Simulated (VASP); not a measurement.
Consider the following.

```cif
data_FNa
_chemical_formula_sum 'Na1 F1'
_space_group_name_H-M_alt 'P 1'
_space_group_IT_number 1
_cell_length_a 3.31781
_cell_length_b 3.31781
_cell_length_c 3.31781
_cell_angle_alpha 60.000
_cell_angle_beta 60.000
_cell_angle_gamma 60.000
loop_
_space_group_symop_operation_xyz
  'x, y, z'
loop_
_atom_site_label
_atom_site_type_symbol
_atom_site_fract_x
_atom_site_fract_y
_atom_site_fract_z
_atom_site_occupancy
Na1 Na 0.00000 0.00000 0.00000 1
F1 F 0.50000 0.50000 0.50000 1
```

Computed with PBE GGA, VASP's PBE PAW potentials (set 64) (plane waves; VASP). Numerical set-up: 600 eV cut-off, 10×10×10 Γ-centred mesh, Gaussian smearing of 0.050 eV, potentials Na_pv F.

Each relaxation starts from this cell; other phases were not tried.

The cell is relaxed at 1 GPa. What happens?

The volume per atom goes from 12.91 to 12.66 Å³ (-2.0 %), and the cell becomes a = 4.6607 Å, b = 4.6607 Å, c = 4.6607 Å, α = 90.00°, β = 90.00°, γ = 90.00°, space group Fm-3m. The gap on the mesh goes from 6.10 to 6.21 eV.

The cell is relaxed at 20 GPa. What happens?

The volume per atom goes from 12.91 to 10.10 Å³ (-21.8 %), and the cell becomes a = b = c = 4.323 Å, α = β = γ = 90.00°, space group Fm-3m. The gap on the mesh goes from 6.10 to 7.59 eV.

Failed runs are left out, and for metals the shear rows, which the mesh's noise covers.

The compound is NaF in the rock salt structure.
